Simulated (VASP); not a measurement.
Data:

```yaml
crystal:
  lattice:
    - [3.78015, 0.00000, 0.00000]
    - [0.00000, 3.78015, 0.00000]
    - [0.00000, 0.00000, 3.78015]
  atoms:
    - { symbol: Cu, position: [0.00000, 0.50000, 0.50000] }
    - { symbol: Cu, position: [0.50000, 0.00000, 0.50000] }
    - { symbol: Cu, position: [0.50000, 0.50000, 0.00000] }
    - { symbol: Au, position: [0.00000, 0.00000, 0.00000] }
```

Computed with PBE GGA, VASP's PBE PAW potentials (set 64) (plane waves; VASP 6.6.1). Settings: PREC = Normal, EDIFF = 1E-5, 400 eV cut-off, 11×11×11 Γ-centred mesh, first-order Methfessel-Paxton smearing of 0.10 eV, potentials Cu Au.

Unless said otherwise, spin-orbit coupling is left out, though it shifts the bands of the heavy elements here.

Q: Estimate the energy per atom (σ→0), band gap (on the k-mesh) with the smallest direct gap where there is one.

A: 
| Property | Result |
|---|---|
| band gap (on the k-mesh) | none (metal, semimetal or under 0.01 eV) |
| energy per atom (σ→0) | -3.648 eV/atom |

The compound is Cu3Au in the L1_2 structure. It was relaxed first.
